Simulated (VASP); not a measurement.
Write the native input for VASP 6.6.1 that does the following.

| Property | Result |
| --- | --- |
| Task | single point |
| Functional | PBE |
| Potentials or basis | VASP PAW PBE potentials, release 64 (Ba_sv, Mg, Sn_d) |
| Cutoff | 520 eV |
| k mesh | 4 × 4 × 2 |
| Occupations | gaussian, width 0.1 eV |
| Spin | no spin polarisation |
| Dipole correction | no |
| Further INCAR settings | ALGO = Normal; EDIFF = 1e-06; NBANDS = 40 |

The structure of BaMg4Sn3 lies in POSCAR:

```
BaMg4Sn3
1.0
    4.8993110000      0.0000000000      0.0000000000
    0.0000000000      4.8993110000      0.0000000000
    0.0000000000      0.0000000000      9.2477330000
Ba Mg Sn
1 4 3
Direct
    0.0000000000      0.0000000000      0.0000000000
    0.0000000000      0.5000000000      0.3187900000
    0.5000000000      0.0000000000      0.3187900000
    0.0000000000      0.5000000000      0.6812100000
    0.5000000000      0.0000000000      0.6812100000
    0.0000000000      0.0000000000      0.5000000000
    0.5000000000      0.5000000000      0.1472300000
    0.5000000000      0.5000000000      0.8527700000
```

The cell was built by a generator and needn't be a form met in nature.

One way to write it, as run:

INCAR

```
ALGO = Normal
EDIFF = 1E-6
ENCUT = 520
GGA = PE
ISIF = 2
ISMEAR = 0
LASPH = T
LCHARG = T
LELF = T
LREAL = F
LVHAR = T
LWAVE = F
NBANDS = 40
NELM = 100
PREC = Accurate
SIGMA = 0.1
```

KPOINTS

```
k-points
0
Gamma
  4 4 2
```

Potentials or basis: VASP PAW PBE potentials, release 64 (Ba_sv, Mg, Sn_d).

Run with:

```sh
$ cat potpaw_PBE.64/Ba_sv/POTCAR potpaw_PBE.64/Mg/POTCAR potpaw_PBE.64/Sn_d/POTCAR > POTCAR
$ mpirun -np 1 vasp_std > vasp.out
```

Results of the run:

The pressure is 1.3 GPa and the largest force is 0.935 eV/Å. The band gap on the k mesh is none (metal or under the smearing width).

Wall time 100 s on 1 thread of AMD EPYC 7R43 64-Core Processor (Zen 3), on a shared host, peak memory 0.3 GiB.
